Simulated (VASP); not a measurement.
**Al$_{2}$O$_{3}$ (corundum): computed properties**

All values below come from r2SCAN meta-GGA, VASP's PBE PAW potentials (set 64) (plane waves; VASP 6.6.1).

For Al$_{2}$O$_{3}$, the space group is R-3c (167). The cell is a = b = 4.7566 Å, c = 12.9820 Å, α = β = 90.00°, γ = 120.00°. The volume per atom is 8.48 Å^3/atom and the band gap (over mesh and band path) comes out as 7.18 eV. The smallest direct gap (over mesh and band path) comes out as 7.18 eV and the band-edge character is direct, Γ to Γ. The density comes out as 3.99 g/cm³ and the mean ε∞ (independent particles) is 2.99.

Space group R-3c, hexagonal axes (No. 167); a = 4.7566 Å, b = 4.7566 Å, c = 12.9820 Å, α = 90.00°, β = 90.00°, γ = 120.00°

```
atom  site  symmetry       x       y       z
----  ----  --------  ------  ------  ------
Al     12c        3.  0.0000  0.0000  0.1481
O      18e        .2  0.3063  0.3063  0.7500
```
(The calculation used a cell of 10 atoms; values per cell refer to that cell.)

Measured: a 4.759 Å (computed value off by -0.0 %), c 12.991 Å (computed value off by -0.1 %), as given by F. Lallet et al., Physical Review B (2009), arXiv:0801.3594. The calculation is for a static lattice, while the measured a, c hold thermal and zero-point effects, which are part of the difference.

The compound is Al2O3 in the corundum structure. It was relaxed first. Symmetry was kept, so distortions that lower it aren't found.
